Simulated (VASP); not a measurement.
These are PBE GGA, VASP's PBE PAW potentials (set 64) (plane waves; VASP) values and carry that method's errors.

VASP input:

POSCAR:
```
Si
1
    0.0000000000     2.7155000000     2.7155000000
    2.7155000000     0.0000000000     2.7155000000
    2.7155000000     2.7155000000     0.0000000000
Si
2
Direct
  0.0000000000   0.0000000000   0.0000000000
  0.2500000000   0.2500000000   0.2500000000
```

INCAR:
```
ISIF  =  2   ! forces and stress, cell fixed
LREAL  =  F
NELM  =  100   ! most electronic steps
ENCUT  =  700   ! plane-wave cut-off (eV)
SYSTEM  =  Si
LASPH  =  T   ! aspherical one-centre terms
LWAVE  =  F
ISMEAR  =  0   ! Gaussian
GGA  =  PE
EDIFF  =  1E-6
SIGMA  =  0.05   ! width (eV)
ALGO  =  Normal   ! blocked Davidson
LCHARG  =  F
PREC  =  Accurate
```

File KPOINTS:
```
Automatic mesh
0
Gamma
8 8 8
0 0 0
```

POTCAR, in this order: Si (PBE.64 set). Program: vasp_std.

What VASP printed:

File OSZICAR:
```
       N       E                     dE             d eps       ncg     rms          rms(c)
DAV:   1     0.102018717017E+02    0.10202E+02   -0.38377E+03   464   0.980E+02
DAV:   2    -0.107283938338E+02   -0.20930E+02   -0.20716E+02   696   0.922E+01
DAV:   3    -0.110209300023E+02   -0.29254E+00   -0.29254E+00   600   0.134E+01
DAV:   4    -0.110220707874E+02   -0.11408E-02   -0.11408E-02   752   0.910E-01
DAV:   5    -0.110220721168E+02   -0.13294E-05   -0.13296E-05   632   0.246E-02    0.488E+00
DAV:   6    -0.108969297370E+02    0.12514E+00   -0.82866E-02   576   0.151E+00    0.298E+00
DAV:   7    -0.108399529756E+02    0.56977E-01   -0.15654E-01   576   0.222E+00    0.192E-01
DAV:   8    -0.108410468958E+02   -0.10939E-02   -0.41059E-03   552   0.490E-01    0.750E-02
DAV:   9    -0.108412356619E+02   -0.18877E-03   -0.17919E-04   632   0.107E-01    0.559E-02
DAV:  10    -0.108412637246E+02   -0.28063E-04   -0.34057E-05   560   0.440E-02    0.949E-03
DAV:  11    -0.108412634477E+02    0.27697E-06   -0.54754E-07   632   0.547E-03
   1 F= -.10841263E+02 E0= -.10841263E+02  d E =-.168537E-11
```

File OUTCAR:
```
------------------------ aborting loop because EDIFF is reached ----------------------------------------
  FORCE on cell =-STRESS in cart. coord.  units (eV):
  Direction    XX          YY          ZZ          XY          YZ          ZX
  --------------------------------------------------------------------------------------
  Total        0.4873328      0.4873328      0.4873328     -0.0000000      0.0000000     -0.0000000
  in kB       19.4965061     19.4965061     19.4965061     -0.0000000      0.0000000     -0.0000000
  external PRESSURE =      19.4965061 kB  Pullay stress =       0.0000000 kB
  volume of cell :       40.05
      direct lattice vectors                 reciprocal lattice vectors
     0.000000000  2.715500000  2.715500000    -0.184128153  0.184128153  0.184128153
     2.715500000  0.000000000  2.715500000     0.184128153 -0.184128153  0.184128153
     2.715500000  2.715500000  0.000000000     0.184128153  0.184128153 -0.184128153
 POSITION                                       TOTAL-FORCE (eV/Angst)
 -----------------------------------------------------------------------------------
      0.00000      0.00000      0.00000         0.000000      0.000000      0.000000
      1.35775      1.35775      1.35775        -0.000000     -0.000000     -0.000000
 -----------------------------------------------------------------------------------
    total drift:                                0.000000      0.000000     -0.000000
  FREE ENERGIE OF THE ION-ELECTRON SYSTEM (eV)
  ---------------------------------------------------
  free  energy   TOTEN  =       -10.8412634477 eV

  energy  without entropy=      -10.8412634477  energy(sigma->0) =      -10.84126345
```
(Selected blocks of OUTCAR.)

The compound is Si in the diamond structure. The cell was not relaxed at this level. The run is one of a series of settings (ENCUT = 700 against the base run), some of them coarse on purpose.
